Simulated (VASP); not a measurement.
Fe:

```
CELL_PARAMETERS angstrom
-1.39500 1.39500 1.39500
1.39500 -1.39500 1.39500
1.39500 1.39500 -1.39500
ATOMIC_POSITIONS crystal
Fe 0.00000 0.00000 0.00000
```

The cell was built by a generator and needn't be a form met in nature.

- Program: VASP 6.6.1
- Task: relaxation of cell and atoms
- Functional: PBE
- Potentials or basis: VASP PAW PBE potentials, release 64 (Fe)
- Cutoff: 700 eV
- k mesh: 20 × 20 × 20
- Occupations: methfessel-paxton, width 0.1 eV
- Spin: collinear spin, ferromagnetic start
- Starting moments: [2.5] μB

At the start: pressure 8.7 GPa; volume 10.86 Å³/atom.

How do energy, volume and symmetry change on relaxing?

Over 7 steps the energy falls by 12.3 meV/atom and the volume is 11.36 Å³/atom (+4.7 %); space group Im-3m (No. 229, to 0.05 Å); moment 2.21 μB per cell.

The path:
| step | energy change (eV) | largest force (eV/Å) | pressure (GPa) | volume (Å³) |
| --- | --- | --- | --- | --- |
| 1 | 0.0000 | 0.0000 | 8.68 | 10.86 |
| 2 | -0.0025 | 0.0000 | -6.84 | 11.81 |
| 3 | -0.0122 | 0.0000 | 0.21 | 11.35 |
| 4 | -0.0123 | 0.0000 | 0.08 | 11.36 |
| 5 | -0.0123 | 0.0000 | -0.19 | 11.37 |
| 6 | -0.0123 | 0.0000 | 0.19 | 11.35 |
| 7 | -0.0123 | 0.0000 | 0.04 | 11.36 |

Final structure:
```cif
data_structure
_symmetry_space_group_name_H-M 'P 1'
_symmetry_Int_Tables_number 1
_cell_length_a 2.4531
_cell_length_b 2.4531
_cell_length_c 2.4531
_cell_angle_alpha 109.471
_cell_angle_beta 109.471
_cell_angle_gamma 109.471
_cell_volume 11.36
loop_
_atom_site_label
_atom_site_type_symbol
_atom_site_fract_x
_atom_site_fract_y
_atom_site_fract_z
_atom_site_occupancy
Fe1 Fe 0.00000 0.00000 0.00000 1
```
